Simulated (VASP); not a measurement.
Data:

```
GaP
1.0
    0.00000     2.72500     2.72500
    2.72500     0.00000     2.72500
    2.72500     2.72500     0.00000
Ga P
1 1
Direct
  0.00000   0.00000   0.00000
  0.25000   0.25000   0.25000
```

Method: PBE GGA, VASP's PBE PAW potentials (set 64) (plane waves; VASP). Numerical set-up: 520 eV cut-off, 8×8×8 Γ-centred mesh, Gaussian smearing of 0.050 eV, potentials Ga P.

Q: What does the run give for the energy per atom (σ→0), pressure, band gap (on the k-mesh) with the smallest direct gap where there is one?

A: 
```yaml
band gap (on the k-mesh): 1.67 eV
smallest direct gap (on the k-mesh): 1.90 eV
energy per atom (σ→0): -4.541 eV/atom
pressure: 4.01 GPa
```

The compound is GaP in the zinc blende structure. The cell was not relaxed at this level. The run is one of a series of settings (ENCUT = 520, POTCAR Ga P (PBE.64 set) against the base run), some of them coarse on purpose.
